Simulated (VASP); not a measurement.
The system is TaBr3F3.

```xyz
7
Lattice="5.3908 0.0000 0.0000 0.0000 5.3908 0.0000 0.0000 0.0000 5.3908" Properties=species:S:1:pos:R:3 pbc="T T T"
Ta    2.6954    2.6954    2.6954
Br    2.6954    0.0000    0.0000
Br    0.0000    2.6954    0.0000
Br    0.0000    0.0000    2.6954
F     2.6954    2.6954    0.0000
F     0.0000    2.6954    2.6954
F     2.6954    0.0000    2.6954
```

The cell was built by a generator and needn't be a form met in nature.

The cell isn't the ideal one: species swapped into the Ce3GaBr3 type (Pm-3m, No. 221).

- Program: VASP 6.6.1
- Task: relaxation of cell and atoms
- Functional: PBE
- Potentials or basis: VASP PAW PBE potentials, release 64 (Ta_pv, Br, F)
- Cutoff: 600 eV
- k mesh: 4 × 4 × 4
- Occupations: gaussian, width 0.1 eV
- Spin: no spin polarisation

At the start: pressure -8.3 GPa; volume 22.38 Å³/atom.

Q: How do energy, volume and symmetry change on relaxing?

A: Over 3 steps the energy falls by 136.5 meV/atom and the volume is 18.17 Å³/atom (-18.8 %); space group Pm-3m (No. 221, to 0.05 Å).

The path:
```tsv
step	energy change (eV)	largest force (eV/Å)	pressure (GPa)	volume (Å³)
1	0.0000	0.0000	-8.28	156.66
2	-0.9176	0.0000	-2.34	131.86
3	-0.9558	0.0000	-0.18	127.18
```

Final structure:
```
CELL_PARAMETERS angstrom
5.02895 0.00000 0.00000
0.00000 5.02895 0.00000
0.00000 0.00000 5.02895
ATOMIC_POSITIONS crystal
Ta 0.50000 0.50000 0.50000
Br 0.50000 0.00000 0.00000
Br 0.00000 0.50000 0.00000
Br 0.00000 0.00000 0.50000
F 0.50000 0.50000 0.00000
F 0.00000 0.50000 0.50000
F 0.50000 0.00000 0.50000
```

Caveat: the volume moved by over 15 % at a fixed basis, so the end points are rough; an odd number of electrons without spin polarisation forces a metal; a magnetic or distorted state may lie lower.
